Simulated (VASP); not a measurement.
Crystal: BeZn2Te3.

```
Be Zn Te
1.0
     3.90245    0.00000    0.00000
     0.00000    3.90245    0.00000
     0.00000    0.00000    8.55272
Be Zn Te
1 2 3
Direct
  0.00000 0.00000 0.00000
  0.00000 0.50000 0.73400
  0.50000 0.00000 0.26600
  0.50000 0.50000 0.00000
  0.00000 0.50000 0.38200
  0.50000 0.00000 0.61800
```

The cell was built by a generator and needn't be a form met in nature.

- Program: VASP 6.6.1
- Task: relaxation of cell and atoms
- Functional: PBE
- Potentials or basis: VASP PAW PBE potentials, release 64 (Be, Zn, Te)
- Cutoff: 520 eV
- k mesh: 4 × 4 × 2
- Occupations: gaussian, width 0.15 eV
- Spin: no spin polarisation

At the start: pressure 1.1 GPa; volume 21.71 Å³/atom.

Problem. How do energy, volume and symmetry change on relaxing?

Solution. Over 10 steps the energy falls by 108.9 meV/atom and the volume is 27.47 Å³/atom (+26.5 %); space group P-4m2 (No. 115, to 0.05 Å).

Step by step:
| step | energy change (eV) | largest force (eV/Å) | pressure (GPa) | volume (Å³) |
| --- | --- | --- | --- | --- |
| 1 | 0.0000 | 0.4860 | 1.06 | 130.25 |
| 2 | -0.0678 | 0.4481 | 1.29 | 132.95 |
| 3 | -0.1878 | 0.4549 | -1.97 | 141.12 |
| 4 | -0.2467 | 0.3010 | -4.46 | 157.78 |
| 5 | -0.2602 | 0.3551 | -4.18 | 151.42 |
| 6 | -0.2768 | 0.3380 | -3.64 | 151.77 |
| 7 | -0.3236 | 0.2908 | -3.73 | 152.81 |
| 8 | -0.4028 | 0.1995 | -3.00 | 154.82 |
| 9 | -0.5334 | 0.0615 | -2.83 | 158.53 |
| 10 | -0.6536 | 0.0777 | 0.20 | 164.82 |

Final structure:
```
CELL_PARAMETERS angstrom
3.73126 0.00000 0.00000
0.00000 3.73126 0.00000
0.00000 0.00000 11.83885
ATOMIC_POSITIONS crystal
Be 0.00000 0.00000 0.00000
Zn 0.00000 0.50000 0.72167
Zn 0.50000 0.00000 0.27833
Te 0.50000 0.50000 0.00000
Te 0.00000 0.50000 0.33212
Te 0.50000 0.00000 0.66788
```

Caveat: the k mesh is coarse (spacing up to 0.40 Å⁻¹), so the values aren't converged; the volume moved by over 15 % at a fixed basis, so the end points are rough.
